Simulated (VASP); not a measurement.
Energy against volume of Cs (bcc). These are r2SCAN meta-GGA, VASP's PBE PAW potentials (set 64) (plane waves; VASP) values and carry that method's errors. Settings: 520 eV cut-off, 8×8×8 Γ-centred mesh, first-order Methfessel-Paxton smearing of 0.10 eV, potentials Cs_sv.

| V (Å³/atom) | E (eV/atom) |
|---|---|
| 119.803 | -25.01082 |
| 123.509 | -25.01175 |
| 127.214 | -25.01137 |
| 130.919 | -25.00986 |

### Question
Fit these four points and predict the energy of the run at 116.098 Å³/atom.

### Answer
A cubic in V^(−2/3), the third-order Birch-Murnaghan form, passes through the four points with V0 = 124.21 Å³/atom and B0 = 2 GPa, and gives -25.0084 eV/atom there. The run gave -25.0084 eV/atom, -0.0 meV/atom from the fit; all five points give B0 = 2 GPa.

The compound is Cs in the bcc structure. It was relaxed first, which changed the volume by +9 %.
